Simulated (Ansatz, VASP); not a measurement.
# SiC: VASP beside Ansatz, part 2 of 3

One calculation is typed for both programs; each brings its own data sets. How far apart do they land? The cell is taken from a series of runs on this material, whose earlier steps may have relaxed, scaled, displaced or heated it; both programs get it as it stands.

VASP 6.6.1 and Ansatz 0.2.0.

So far: Starting point; Ansatz: zone-centre phonons, LDA.

**3. VASP: zone-centre phonons, LDA**

Level of this step: LDA; plane waves and PAW (C, Si) (VASP).

The same cell, functional (in two slightly different forms) and mesh now go to VASP, with its own data sets.

Lines of VASP's logs that name or quote its potential files are left out, and so is its time.

File INCAR:

```
SYSTEM = SiC
PREC = Accurate
ENCUT = 600
EDIFF = 1E-08
NELM = 120
ISMEAR = 0
SIGMA = 0.01
LREAL = .FALSE.
ALGO = Normal
GGA = CA
NBANDS = 24
LORBIT = 11
LWAVE = .FALSE.
LCHARG = .FALSE.
ISIF = 2
IBRION = 8
LEPSILON = .TRUE.
LASPH = .TRUE.
GGA_COMPAT = .FALSE.
EFERMI = MIDGAP
KPAR = 2
```

File POSCAR:

```
SiC
1.0
    2.9361626736      0.0000000000      0.0000000000
   -1.4680813368      2.5427914650      0.0000000000
    0.0000000000      0.0000000000     10.1062687066
C Si
4 4
Direct
    0.6666666667      0.3333333333      0.7514782352
    0.3333333333      0.6666666667      0.2514782352
    0.0000000000      0.0000000000      0.5019312084
    0.0000000000      0.0000000000      0.0019312084
    0.6666666667      0.3333333333      0.9363211370
    0.3333333333      0.6666666667      0.4363211370
    0.0000000000      0.0000000000      0.6862684193
    0.0000000000      0.0000000000      0.1862684193
```

File KPOINTS:

```
Automatic mesh
0
Gamma
9 9 4
0 0 0
```

Potentials, in the order of the species: C and Si (LDA family, release 64).

On the command line:

```bash
$ mpirun -np 2 vasp_std
```

The program printed:

```text
[banner, memory and clock lines left out]
running    2 mpi-ranks, on    1 nodes
 distrk:  each k-point on    1 cores,    2 groups
 distr:  one band on    1 cores,    1 groups

 POSCAR found type information on POSCAR C Si
 POSCAR found :  2 types and       8 ions
 LDA part: xc-table for (Slater(with rela. corr.)+CA(PZ))
 , standard interpolation
 POSCAR, INCAR and KPOINTS ok, starting setup
 FFT: planning ... GRIDC
 FFT: planning ... GRID_SOFT
 FFT: planning ... GRID
 WAVECAR not read
 entering main loop
       N       E                     dE             d eps       ncg     rms          rms(c)
DAV:   1     0.838733890372E+02    0.83873E+02   -0.16316E+04  1728   0.137E+03
DAV:   2    -0.682789038649E+02   -0.15215E+03   -0.14147E+03  2384   0.216E+02
DAV:   3    -0.752935205983E+02   -0.70146E+01   -0.69756E+01  2296   0.451E+01
DAV:   4    -0.753786471253E+02   -0.85127E-01   -0.85053E-01  2208   0.598E+00
DAV:   5    -0.753801833622E+02   -0.15362E-02   -0.15359E-02  2272   0.751E-01    0.202E+01
DAV:   6    -0.664820677862E+02    0.88981E+01   -0.24703E+01  2160   0.230E+01    0.944E+00
DAV:   7    -0.661058746419E+02    0.37619E+00   -0.26042E+00  2360   0.776E+00    0.359E+00
DAV:   8    -0.660342479059E+02    0.71627E-01   -0.16776E-01  2056   0.203E+00    0.115E+00
DAV:   9    -0.660236635266E+02    0.10584E-01   -0.20616E-02  2240   0.788E-01    0.168E-01
DAV:  10    -0.660237042135E+02   -0.40687E-04   -0.10457E-03  2152   0.192E-01    0.822E-02
DAV:  11    -0.660237100754E+02   -0.58620E-05   -0.43760E-05  2264   0.412E-02    0.315E-02
DAV:  12    -0.660237054556E+02    0.46198E-05   -0.73087E-06  2184   0.157E-02    0.113E-02
DAV:  13    -0.660237044443E+02    0.10113E-05   -0.33549E-06  2248   0.915E-03    0.939E-04
DAV:  14    -0.660237044739E+02   -0.29640E-07   -0.17886E-07  2200   0.257E-03    0.799E-04
DAV:  15    -0.660237044791E+02   -0.51332E-08   -0.92231E-09  1568   0.629E-04
   1 F= -.66023704E+02 E0= -.66023704E+02  d E =0.000000E+00
 Linear response reoptimize wavefunctions to high precision
DAV:   1    -0.660237044800E+02   -0.91313E-09   -0.19540E-09  1440   0.305E-04
DAV:   2    -0.660237044799E+02    0.88221E-10   -0.37023E-10  1368   0.118E-04
 Linear response G [H, r] |phi>, progress :
  Direction:   1
       N       E                     dE             d eps       ncg     rms
RMM:   1    -0.150118957414E+03   -0.15012E+03    0.34771E+01  4473   0.742E+01
RMM:   2    -0.102958628398E+03    0.47160E+02   -0.15089E+01  2930   0.218E+01
RMM:   3    -0.103081803776E+03   -0.12318E+00   -0.25964E-01  3100   0.276E+00
RMM:   4    -0.103083780089E+03   -0.19763E-02   -0.83884E-03  3286   0.450E-01
RMM:   5    -0.103083777314E+03    0.27750E-05   -0.10757E-04  3244   0.923E-02
RMM:   6    -0.103083787997E+03   -0.10683E-04    0.28376E-04  3337   0.252E-02
RMM:   7    -0.103083780080E+03    0.79169E-05    0.41512E-04  3263   0.110E-02
RMM:   8    -0.103083771975E+03    0.81052E-05    0.20919E-04  3385   0.779E-03
RMM:   9    -0.103083782285E+03   -0.10310E-04    0.90974E-05  3035   0.696E-03
RMM:  10    -0.103083780725E+03    0.15594E-05    0.56337E-04  2638   0.675E-03
RMM:  11    -0.103083780460E+03    0.26516E-06    0.30590E-04  2421   0.667E-03
RMM:  12    -0.103083779539E+03    0.92072E-06    0.35210E-04  2344   0.665E-03
 Linear response G [H, r] |phi>, progress :
  Direction:   2
       N       E                     dE             d eps       ncg     rms
RMM:   1    -0.171909618019E+03   -0.17191E+03   -0.30867E+02  4360   0.705E+01
RMM:   2    -0.129755417266E+03    0.42154E+02   -0.11618E+01  2940   0.196E+01
RMM:   3    -0.129855948841E+03   -0.10053E+00   -0.18480E-01  3080   0.231E+00
RMM:   4    -0.129857087758E+03   -0.11389E-02   -0.14756E-02  3271   0.348E-01
RMM:   5    -0.129856992780E+03    0.94978E-04   -0.92990E-03  3267   0.642E-02
RMM:   6    -0.129857034079E+03   -0.41299E-04   -0.95449E-03  3327   0.177E-02
RMM:   7    -0.129857087230E+03   -0.53151E-04   -0.10140E-02  3268   0.921E-03
RMM:   8    -0.129857189001E+03   -0.10177E-03   -0.12211E-02  3326   0.767E-03
RMM:   9    -0.129857191908E+03   -0.29069E-05   -0.10883E-02  2963   0.735E-03
RMM:  10    -0.129857170079E+03    0.21829E-04   -0.89777E-03  2521   0.725E-03
RMM:  11    -0.129857189113E+03   -0.19034E-04   -0.10928E-02  2341   0.723E-03
 Linear response G [H, r] |phi>, progress :
  Direction:   3
       N       E                     dE             d eps       ncg     rms
RMM:   1    -0.191023681483E+03   -0.19102E+03   -0.32499E+02  4466   0.748E+01
RMM:   2    -0.115954864929E+03    0.75069E+02   -0.15800E+01  2950   0.219E+01
RMM:   3    -0.116058090878E+03   -0.10323E+00   -0.22824E-01  3060   0.266E+00
RMM:   4    -0.116058689518E+03   -0.59864E-03    0.11175E-02  3229   0.404E-01
RMM:   5    -0.116059634408E+03   -0.94489E-03    0.82865E-03  3245   0.780E-02
RMM:   6    -0.116060227897E+03   -0.59349E-03    0.28198E-03  3322   0.198E-02
[...]
RMM:   3    -0.126760547022E+00    0.13397E-03   -0.15511E-03 12122   0.184E-01    0.116E-01
RMM:   4    -0.127963454936E+00   -0.12029E-02   -0.13958E-03 12574   0.161E-01    0.200E-02
RMM:   5    -0.127862702760E+00    0.10075E-03   -0.24636E-05 13569   0.275E-02    0.420E-03
RMM:   6    -0.127912019124E+00   -0.49316E-04   -0.13874E-06 14067   0.539E-03    0.968E-04
[...]
RMM:   4    -0.149741462573E-01   -0.11157E-03    0.12326E-04 12872   0.568E-02    0.907E-03
RMM:   5    -0.149768028074E-01   -0.26566E-05   -0.36437E-05 13648   0.116E-02    0.228E-03
RMM:   6    -0.149759832472E-01    0.81956E-06    0.50182E-07 14089   0.150E-03    0.917E-04
RMM:   7    -0.149748596974E-01    0.11235E-05    0.11363E-06 14202   0.403E-04    0.104E-04
RMM:   8    -0.149747615787E-01    0.98119E-07    0.62945E-07 14368   0.133E-04    0.257E-05
RMM:   9    -0.149747984302E-01   -0.36851E-07    0.82437E-07 14557   0.727E-05    0.333E-06
RMM:  10    -0.149748063783E-01   -0.79481E-08    0.81659E-07 14682   0.538E-05    0.164E-06
RMM:  11    -0.149748054739E-01    0.90442E-09    0.78906E-07 13199   0.498E-05    0.400E-07
RMM:  12    -0.149748046333E-01    0.84058E-09    0.81387E-07  9990   0.485E-05    0.111E-07
RMM:  13    -0.149748047517E-01   -0.11839E-09    0.79812E-07  8606   0.479E-05    0.922E-08
 first order change of Fermi-energy  -0.41632E+00
 force on displaced ion       5 direction 1 : -24.385  -0.001  -0.000
 Born effective charge ion    5 direction 1 :   2.719  -0.000   0.000
 Linear response progress:
  Degree of freedom:   6/  8
       N       E                     dE             d eps       ncg     rms          rms(c)
RMM:   1    -0.512057151994E-01   -0.51206E-01    0.40156E-02  5680   0.132E+00
RMM:   2    -0.391959277970E-01    0.12010E-01   -0.51488E-03  3439   0.409E-01    0.177E-01
RMM:   3    -0.384076294775E-01    0.78830E-03   -0.12861E-03  3681   0.132E-01    0.972E-02
RMM:   4    -0.381567326733E-01    0.25090E-03   -0.58069E-04  3793   0.841E-02    0.327E-02
RMM:   5    -0.381522266705E-01    0.45060E-05   -0.20076E-04  3821   0.277E-02    0.760E-03
RMM:   6    -0.381577712020E-01   -0.55445E-05   -0.51216E-05  3662   0.950E-03    0.296E-03
RMM:   7    -0.381546472283E-01    0.31240E-05   -0.11554E-05  3740   0.302E-03    0.877E-04
RMM:   8    -0.381547022327E-01   -0.55004E-07    0.68478E-06  3786   0.967E-04    0.261E-04
RMM:   9    -0.381546536173E-01    0.48615E-07    0.83984E-06  3850   0.237E-04    0.124E-04
RMM:  10    -0.381545742776E-01    0.79340E-07    0.94216E-06  3789   0.152E-04    0.203E-05
RMM:  11    -0.381547762086E-01   -0.20193E-06    0.70172E-06  3870   0.797E-05    0.719E-06
RMM:  12    -0.381550486888E-01   -0.27248E-06    0.35034E-06  3877   0.570E-05    0.403E-06
RMM:  13    -0.381552512330E-01   -0.20254E-06    0.13744E-06  3802   0.527E-05    0.537E-07
RMM:  14    -0.381552207315E-01    0.30502E-07    0.16231E-06  3114   0.507E-05    0.239E-07
RMM:  15    -0.381552215600E-01   -0.82849E-09    0.17265E-06  2701   0.500E-05    0.134E-07
RMM:  16    -0.381552182752E-01    0.32848E-08    0.16376E-06  2520   0.498E-05    0.741E-08
 first order change of Fermi-energy  -0.22463E+00
 force on displaced ion       5 direction 3 :   0.000  -0.000 -34.181
 Born effective charge ion    5 direction 3 :  -0.000   0.000   2.740
 Linear response progress:
  Degree of freedom:   7/  8
       N       E                     dE             d eps       ncg     rms          rms(c)
RMM:   1    -0.181872003179E-01   -0.18187E-01   -0.70915E-03 18395   0.793E-01
RMM:   2    -0.150558432097E-01    0.31314E-02   -0.16490E-03 12803   0.204E-01    0.145E-01
RMM:   3    -0.149518991625E-01    0.10394E-03   -0.43625E-04 13381   0.593E-02    0.828E-02
RMM:   4    -0.150596796419E-01   -0.10778E-03   -0.40713E-04 12896   0.568E-02    0.893E-03
RMM:   5    -0.150032200209E-01    0.56460E-04    0.25517E-05 13678   0.117E-02    0.232E-03
RMM:   6    -0.150085955154E-01   -0.53755E-05   -0.45199E-08 14101   0.156E-03    0.920E-04
RMM:   7    -0.150077627396E-01    0.83278E-06   -0.10501E-06 14199   0.417E-04    0.121E-04
RMM:   8    -0.150074441216E-01    0.31862E-06    0.70189E-08 14365   0.148E-04    0.268E-05
RMM:   9    -0.150075456939E-01   -0.10157E-06   -0.48191E-07 14562   0.831E-05    0.366E-06
RMM:  10    -0.150075531360E-01   -0.74422E-08   -0.47939E-07 14722   0.638E-05    0.187E-06
RMM:  11    -0.150075562342E-01   -0.30982E-08   -0.33746E-07 13469   0.599E-05    0.485E-07
RMM:  12    -0.150075540009E-01    0.22333E-08   -0.36026E-07 10653   0.585E-05    0.148E-07
RMM:  13    -0.150075554088E-01   -0.14079E-08   -0.36738E-07  9083   0.579E-05    0.103E-07
RMM:  14    -0.150075552560E-01    0.15282E-09   -0.35938E-07  8584   0.577E-05    0.113E-07
RMM:  15    -0.150075552288E-01    0.27198E-10   -0.35515E-07  8363   0.576E-05    0.679E-08
 first order change of Fermi-energy   0.43328E+00
 force on displaced ion       7 direction 1 : -24.581  -0.001   0.000
 Born effective charge ion    7 direction 1 :   2.734  -0.000   0.000
 Linear response progress:
  Degree of freedom:   8/  8
       N       E                     dE             d eps       ncg     rms          rms(c)
RMM:   1    -0.527930509835E-01   -0.52793E-01    0.24881E-02  5686   0.132E+00
RMM:   2    -0.392800796819E-01    0.13513E-01   -0.61689E-03  3455   0.413E-01    0.178E-01
RMM:   3    -0.384149373985E-01    0.86514E-03   -0.18790E-03  3699   0.134E-01    0.976E-02
RMM:   4    -0.381282830830E-01    0.28665E-03   -0.92441E-04  3811   0.855E-02    0.334E-02
RMM:   5    -0.380827364368E-01    0.45547E-04   -0.13261E-04  3822   0.288E-02    0.797E-03
RMM:   6    -0.380995655187E-01   -0.16829E-04   -0.83863E-05  3655   0.997E-03    0.310E-03
RMM:   7    -0.380907412018E-01    0.88243E-05    0.13764E-05  3723   0.325E-03    0.929E-04
RMM:   8    -0.380941711462E-01   -0.34299E-05   -0.38090E-07  3765   0.101E-03    0.294E-04
RMM:   9    -0.380946488532E-01   -0.47771E-06   -0.37567E-06  3852   0.259E-04    0.131E-04
RMM:  10    -0.380949794079E-01   -0.33055E-06   -0.40059E-06  3793   0.174E-04    0.203E-05
RMM:  11    -0.380945187626E-01    0.46065E-06   -0.35475E-06  3873   0.981E-05    0.672E-06
RMM:  12    -0.380950468184E-01   -0.52806E-06   -0.65702E-06  3864   0.724E-05    0.381E-06
RMM:  13    -0.380949985972E-01    0.48221E-07   -0.61047E-06  3840   0.674E-05    0.631E-07
RMM:  14    -0.380949979107E-01    0.68648E-09   -0.62668E-06  3172   0.652E-05    0.275E-07
RMM:  15    -0.380950093241E-01   -0.11413E-07   -0.64081E-06  2824   0.645E-05    0.105E-07
RMM:  16    -0.380949719299E-01    0.37394E-07   -0.59524E-06  2540   0.643E-05    0.497E-08
 first order change of Fermi-energy  -0.28133E+00
 force on displaced ion       7 direction 3 :  -0.000   0.000 -34.445
 Born effective charge ion    7 direction 3 :   0.000   0.000   2.941
 Born effective charges drift removed
 Linear response finished
```

[end of part 2 of 3]

[Lines on the potential files, build, host, timing and source positions are cut from VASP's logs without a mark.]

[Logs are printed without paths, hosts, clocks, repeated set-up lines and the standing remarks that a program may print on its own settings, such as how far it seeks lower states.]

[Hosts, paths, dates, database ids (printed as entryN), source tags and the programs' standing remarks are cut or masked in the printed files.]
